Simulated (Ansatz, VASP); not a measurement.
# Ir in two plane-wave programs

Wanted: the spread between two codes on one cell, functional and k mesh.

Program: Ansatz 0.2.0. Level of theory: plane waves, with VASP 6.6.1 beside it; single point at PBEsol. Results are calculated unless marked as measured.

## Step 1: The structure

Symmetry: Fm-3m, No. 225, cubic system. The conventional cell has a = 3.834 Å, b = 3.834 Å, c = 3.834 Å, α = 90.00°, β = 90.00°, γ = 90.00°. Ir has 12 Ir at 2.71 Å nearest.

## Step 2: VASP: single point, PBEsol

A single point gives forces, pressure and levels at one fixed geometry, so differences don't come from the geometry; what else differs is listed under the comparison.

Lines of VASP's logs that name or quote its potential files are left out, and so is its time.

INCAR

```
SYSTEM = Ir
PREC = Accurate
ENCUT = 450
EDIFF = 1E-08
NELM = 100
ISMEAR = -1
SIGMA = 0.025
LREAL = .FALSE.
ALGO = Normal
GGA = PS
NBANDS = 12
LASPH = .TRUE.
LORBIT = 11
LWAVE = .FALSE.
LCHARG = .FALSE.
KPAR = 2
ISIF = 2
```

POSCAR

```
Ir
1.0
    0.0000000000      1.9169534102      1.9169534102
    1.9169534102      0.0000000000      1.9169534102
    1.9169534102      1.9169534102      0.0000000000
Ir
1
Direct
    0.0000000000      0.0000000000      0.0000000000
```

KPOINTS

```
Automatic mesh
0
Gamma
34 34 34
0 0 0
```

The projector-augmented-wave data sets are Ir (PBE family, release 64).

Run with:

```console
$ mpirun -np 2 vasp_std
```

Numbers of over 12 decimals in the logs are rounded to 6 here.

The log of the run:

```text
[banner, memory and clock lines left out]
running    2 mpi-ranks, on    1 nodes
 distrk:  each k-point on    1 cores,    2 groups
 distr:  one band on    1 cores,    1 groups

 POSCAR found type information on POSCAR Ir
 POSCAR found :  1 types and       1 ions
|                                                                             |
|               ----> ADVICE to this user running VASP <----                  |
|                                                                             |
|     You enforced a specific xc type in the INCAR file but a different       |
|     [... a line on the potential file left out ...]
|     I HOPE YOU KNOW WHAT YOU ARE DOING!                                     |
|                                                                             |

 LDA part: xc-table for (Slater+PW92), standard interpolation
 POSCAR, INCAR and KPOINTS ok, starting setup
 FFT: planning ... GRIDC
 FFT: planning ... GRID_SOFT
 FFT: planning ... GRID
 WAVECAR not read
 entering main loop
       N       E                     dE             d eps       ncg     rms          rms(c)
DAV:   1     0.448298115039E+02    0.44830E+02   -0.38637E+03 25832   0.603E+02
DAV:   2    -0.949336012702E+01   -0.54323E+02   -0.50917E+02 27596   0.173E+02
DAV:   3    -0.104464706739E+02   -0.95311E+00   -0.94995E+00 31272   0.257E+01
DAV:   4    -0.104542950106E+02   -0.78243E-02   -0.78228E-02 32008   0.224E+00
DAV:   5    -0.104544342866E+02   -0.13928E-03   -0.13927E-03 33368   0.285E-01    0.159E+01
DAV:   6    -0.992396757591E+01    0.53047E+00   -0.79884E-01 31556   0.972E+00    0.627E+00
DAV:   7    -0.982825950613E+01    0.95708E-01   -0.24952E-01 36992   0.486E+00    0.147E+00
DAV:   8    -0.982617181066E+01    0.20877E-02   -0.19829E-03 29836   0.409E-01    0.122E+00
DAV:   9    -0.982111812981E+01    0.50537E-02   -0.22057E-03 30892   0.598E-01    0.458E-02
DAV:  10    -0.982110237566E+01    0.15754E-04   -0.23702E-05 38388   0.477E-02    0.154E-02
DAV:  11    -0.982110425952E+01   -0.18839E-05   -0.12708E-06 32868   0.693E-03    0.196E-03
DAV:  12    -0.982110429144E+01   -0.31920E-07   -0.24088E-08 35728   0.140E-03    0.139E-03
DAV:  13    -0.982110431902E+01   -0.27585E-07   -0.13455E-09 22936   0.225E-04    0.606E-05
DAV:  14    -0.982110432101E+01   -0.19917E-08   -0.58869E-11 18260   0.766E-05
   1 F= -.98211043E+01 E0= -.98203039E+01  d E =-.160087E-02
```

Parts of OUTCAR (step 2):

```text
ion  position               nearest neighbor table
   1  0.000  0.000  0.000-

  LATTYP: Found a face centered cubic cell.
 ALAT       =     3.8339068204

 Subroutine GETGRP returns: Found 48 space group operations
 (whereof 48 operations were pure point group operations)

The static configuration has the point symmetry O_h .

 Found   1059 irreducible k-points:

   k-points           NKPTS =   1059   k-points in BZ     NKDIM =   1059   number of bands    NBANDS=     12

   dimension x,y,z NGX =    20 NGY =   20 NGZ =   20
   dimension x,y,z NGXF=    40 NGYF=   40 NGZF=   40

   ENCUT  =  450.0 eV  33.07 Ry    5.75 a.u.   4.69  4.69  4.69*2*pi/ulx,y,z

   NELECT =       9.0000    total number of electrons

 k-points in reciprocal lattice and weights: Automatic mesh
   0.00000000  0.00000000  0.00000000       0.000
   0.02941176  0.00000000  0.00000000       0.000
   0.05882353  0.00000000  0.00000000       0.000
   0.08823529  0.00000000  0.00000000       0.000
   0.11764706  0.00000000  0.00000000       0.000
   0.14705882  0.00000000  0.00000000       0.000
   0.17647059  0.00000000  0.00000000       0.000
   0.20588235  0.00000000  0.00000000       0.000
   0.23529412  0.00000000  0.00000000       0.000
[...]
-0.26470588  0.47058824  0.23529412       0.001
  -0.26470588  0.50000000  0.23529412       0.000

 average (electrostatic) potential at core
       1 -48.5392

 E-fermi :  10.3008

 k-point     1 :       0.0000    0.0000    0.0000
  band No.  band energies     occupation
    ...
      2       6.3896      2.00000
      3       6.3896      2.00000
      4       6.3896      2.00000
      5       9.1224      2.00000
      6       9.1224      2.00000
      7      24.6299      0.00000
      8      30.2272      0.00000
      9      30.2272      0.00000
     10      30.2272      0.00000
     11      35.0719      0.00000
    ...

 k-point     2 :       0.0294    0.0000    0.0000
  band No.  band energies     occupation
    ...
      2       6.3681      2.00000
      3       6.4069      2.00000
      4       6.4069      2.00000
      5       9.1107      2.00000
      6       9.1107      2.00000
      7      24.6983      0.00000
      8      29.9895      0.00000
      9      30.2915      0.00000
     10      30.2915      0.00000
     11      35.3468      0.00000
    ...

 k-point     3 :       0.0588    0.0000    0.0000
  band No.  band energies     occupation
    ...
      2       6.3061      2.00000
      3       6.4573      2.00000
      4       6.4573      2.00000
      5       9.0782      2.00000
      6       9.0782      2.00000
      7      24.8991      0.00000
      8      29.3981      0.00000
      9      30.4828      0.00000
     10      30.4828      0.00000
     11      36.0330      0.00000
    ...

  Total       -0.0159832     -0.0159832     -0.0159832      0.0000000      0.0000000      0.0000000
  in kB       -1.8176512     -1.8176512     -1.8176512      0.0000000      0.0000000      0.0000000
  external PRESSURE =      -1.8176512 kB  Pullay stress =       0.0000000 kB

  energy-cutoff  :      450.00
  volume of cell :       14.09
      direct lattice vectors                 reciprocal lattice vectors
     0.000000000  1.916953410  1.916953410    -0.260830544  0.260830544  0.260830544
     1.916953410  0.000000000  1.916953410     0.260830544 -0.260830544  0.260830544
     1.916953410  1.916953410  0.000000000     0.260830544  0.260830544 -0.260830544

 POSITION                                       TOTAL-FORCE (eV/Angst)
 -----------------------------------------------------------------------------------
      0.00000      0.00000      0.00000         0.000000      0.000000      0.000000
 -----------------------------------------------------------------------------------
    total drift:                                0.000000      0.000000     -0.000000

  FREE ENERGIE OF THE ION-ELECTRON SYSTEM (eV)
  ---------------------------------------------------
  free  energy   TOTEN  =        -9.8211043210 eV

  energy  without entropy=       -9.8195034517  energy(sigma->0) =       -9.82030389

 total charge
# of ion       s       p       d       tot
------------------------------------------
    1        0.674   0.746   6.978   8.398

[... 3 further parts left out ...]
```

This run has no spin polarisation. Its electron count is odd, so without a moment it is a metal by construction.

## Step 3: Ansatz: single point, PBEsol

Ansatz runs on its default PAW (the set named soft_2) files.

The same cell, functional, mesh and smearing now go to Ansatz, which takes its cutoff from its data sets.

input.yaml

```yaml
crystal:
  lattice:
    - [0.0, 1.9169534102, 1.9169534102]
    - [1.9169534102, 0.0, 1.9169534102]
    - [1.9169534102, 1.9169534102, 0.0]
  atoms:
    - { symbol: Ir, position: [0.0, 0.0, 0.0] }
hamiltonian:
  xc: pbesol
  pseudopotentials: { kind: paw }
kpoints:
  mp_grid: { grid: [34, 34, 34] }
scf:
  occupations: { method: fermi_dirac, width: 0.025 }
  n_extra_bands: 4
output:
  forces: true
  stress: true
  eigenvalues: true
```

Run with:

```console
$ ansatz run input.yaml --threads 2 --pin off --max-ram 4608MiB --backend cpu --events-out ev --progress --plain --runs-dir out
```

The log of the run:

```text
scf.n_extra_bands = 4 over 9 filled bands (N_el = 17.0): the run solves 13 bands
Engine: ansatz 0.2.0, aarch64-unknown-linux-gnu
Pseudopotentials: kind: paw
Pseudopotential: Ir, paw, valence charge 17, recommended cutoff 420 eV (normal), Ir.paw.azcp
Functional definition: PBEsol
  exchange = pbesol_x
  correlation = pbesol_c
Crystal: 1 atoms, lattice volume = 14.088 Å³
Basis set: ecut = 420 eV, 283 PW (Γ), exchange–correlation on 40×40×40 points (8 copies of the dense FFT grid, shifted against one another)
Bands: 13, of which v1, the nominal top of the filled ones, is band 9 counted from 1 (8 counted from 0)
Symmetry: 48 space group operations
Space group: Fm-3m (ITA 225), of the structure as read, at distance tolerance 2.4e-5 Å
k-points: 1059 of 39304
Non-local potential: Ir, projectors of the file, l = 0: 3, l = 1: 2, l = 2: 2, l = 3: 1
PAW form: soft (Blöchl's): semilocal exchange-correlation on the pseudo side does not see the compensation charge
PAW frozen core: Ir, regenerated for the run's functional, and the local potential with it (the file was generated under x = pbe(κ = 0.804, μ = 0.219515), c = pbe(β = 0.066725))
PAW one-centre angular grid: Ir, 590 points (default); XC on 64 Gauss nodes
Initial density: superposition of atomic densities (neutral atoms: chi_scale 0, normalization atom), corrected by the library's trained network
Initial wavefunctions: pseudopotential atomic-orbital guess
Functional: x = pbesol(κ = 0.804, μ = 0.123457), c = pbesol(β = 0.046)
SCF iter   1: F=—  HF=-11799.036291 eV  |F-HF|=—  |Δ(HF+E_count)|=         —  Δρ=5.75e-3  dr2=2.01e-3  ethr=1.77e-3  ⟨swp⟩=5.6  Hψ=71653  notcnv=0
preconditioner: auto → none  [metal: Δε(μ)=0.003 eV  Ē_g=14.265 eV  σ=0.025 eV  W_gap=0.03  n_scr=0 (ndim 8)  ℏωp=29.7 eV  f_vac=0.000  D(μ)=0.75/eV (n_scr^D=8)]
SCF iter   2: F=—  HF=-11799.035850 eV  |F-HF|=—  |Δ(HF+E_count)|=   4.41e-4  Δρ=2.38e-3  dr2=1.21e-4  ethr=1.18e-5  ⟨swp⟩=2.4  Hψ=31899  notcnv=0  defer=356
SCF iter   3: F=—  HF=-11799.035970 eV  |F-HF|=—  |Δ(HF+E_count)|=   1.20e-4  Δρ=1.04e-3  dr2=2.27e-5  ethr=7.14e-7  ⟨swp⟩=1.1  Hψ=13656  notcnv=0  defer=356
SCF iter   4: F=—  HF=-11799.035999 eV  |F-HF|=—  |Δ(HF+E_count)|=   2.90e-5  Δρ=4.57e-5  dr2=1.02e-7  ethr=1.33e-7  ⟨swp⟩=2.1  Hψ=18065  notcnv=0  defer=356
iter 5 did not close the SCF: its close was put off for the readings that it lacked (scf_convergence_deferred on its scf_iter line)
SCF iter   5: F=-11799.035999 eV  HF=-11799.035999 eV  |F-HF|=5.39e-9  |Δ(HF+E_count)|=   2.35e-8  Δρ=7.51e-6  dr2=7.19e-9  ethr=6.01e-10  ⟨swp⟩=2.2  Hψ=18676  notcnv=0  defer=356
SCF iter   6: F=-11799.035999 eV  HF=-11799.035999 eV  |F-HF|=1.09e-10  |Δ(HF+E_count)|=   2.41e-9  Δρ=1.14e-6  dr2=1.53e-10  ethr=4.23e-11  ⟨swp⟩=2.8  Hψ=44787  notcnv=0
SCF 1 converged in 6 iterations: F = -11799.035999 eV  dr2 = 1.53e-10
  greatest PAW one-centre occupation: 1.000 electrons in one spin orbital (limit 2), on the Ir atom at site 0 (counted from 0), in its partial waves of l = 0
SCF converged after 6 iterations
Free energy (F): -11799.035999 eV
Harris-Foulkes:  -11799.035999 eV  (|F-HF|=1.09e-10)
Internal energy: -11799.034417 eV  (E = F + TS)
E sigma→0 (E₀):  -11799.035208 eV
Entropy (-TS):   -0.001582 eV (-1.582 meV/atom)
Fermi energy:    25.770961 eV
--- Per-component energies (eV) ---
  E_band       = -83.534556
  E_kinetic    = 623.342337
  E_local      = -1061.255500  (includes V_loc(G=0)·N_el)
  E_nonlocal   = 75.788538
  E_hartree    = 406.467223
  E_xc         = -266.628055
  E_vxc        = -299.866602  (∫ρ·V_xc dr)
  E_paw        = -9088.704963  (= ΣΔE_a)
  E_vpaw       = -234.478298  (= ΣTr[D̂ρ^β])
  E_aug_tail   = 0.000053  (compensation charges beyond the density's cutoff)
  E_ewald      = -2488.309335
  E_core_change = 0.265285  (= ΣΔE_core)
  E_smearing   = -0.001582  (= −TS)
  E_closure    = -0.000000  (closes the sum)
  Σ components = -11799.035999   (vs F -11799.035999, Δ=0.00e0)
--- Forces (eV/Å), atoms counted from 1 ---
  atom   1  Ir    -0.00000000    -0.00000000    -0.00000000
  max |Σ_I F_I| component: 6.57e-32 eV/Å
--- Stress (GPa, compression-positive) ---
       -1.131053      -0.000000       0.000000
        0.000000      -1.131053      -0.000000
       -0.000000      -0.000000      -1.131053
  P = ⅓ Tr σ = -1.1311 GPa (-11.311 kbar)
--- Band table (eV; the first three rows and the last of 1059) ---
  k-point 0: bands = [... 5 lower, 21.8587, 21.8587, 21.8587, 24.5934, 24.5934, 39.3444, 44.8672, 44.8672]
  k-point 1: bands = [... 5 lower, 21.8369, 21.8760, 21.8760, 24.5815, 24.5815, 39.4133, 44.6651, 44.9326]
  k-point 2: bands = [... 5 lower, 21.7741, 21.9261, 21.9261, 24.5484, 24.5484, 39.6156, 44.1466, 45.1273]
  k-point 1058: bands = [... 5 lower, 20.5818, 21.1458, 23.9873, 27.2992, 33.9331, 34.4644, 35.1440, 39.1086]
```

It took 7.7 s on 2 threads of Arm Neoverse N1, shared host; peak memory 0.46 GiB.

The column dr2 measures how far the density is from self-consistency, as an energy; F and HF (Harris–Foulkes) agree once it is small.

The run ends at a pressure of -1.13 GPa.

## Step 4: Differences

Known differences besides the potentials themselves: the data sets hold 17 valence electrons in Ansatz (default PAW (the set named soft_2) files) and 9 in VASP; the cutoff is 420 eV in Ansatz and 450 eV in VASP; Ansatz makes its cores anew for this functional, VASP keeps those of its PBE data sets. Total energies have different zeros and are not compared.

The two programs side by side:

| quantity | Ansatz | VASP | difference |
| --- | --- | --- | --- |
| pressure (GPa) | -1.13 | -0.18 | -0.95 |
| pressure without Ansatz's Pulay correction (GPa) | -1.20 | -0.18 | -1.02 |

Ansatz's pressure holds a Pulay correction of 0.07 GPa; VASP's holds none.

## Step 5: Summary of results

```yaml
difference_in_pressure_single_point_pbesol: -0.95 GPa
```

What this shows: The difference in pressure is -0.95 GPa (single point, PBEsol), within the 1 GPa picked in this series as the mark of a large difference. How closely two codes agree says nothing of how well the functional describes the real material.

[Lines on the potential files, build, host, timing and source positions are cut from VASP's logs without a mark.]

[Logs are printed without paths, hosts, clocks, repeated set-up lines and the standing remarks that a program may print on its own settings, such as how far it seeks lower states.]

[Hosts, paths, dates, database ids (printed as entryN), source tags and the programs' standing remarks are cut or masked in the printed files.]
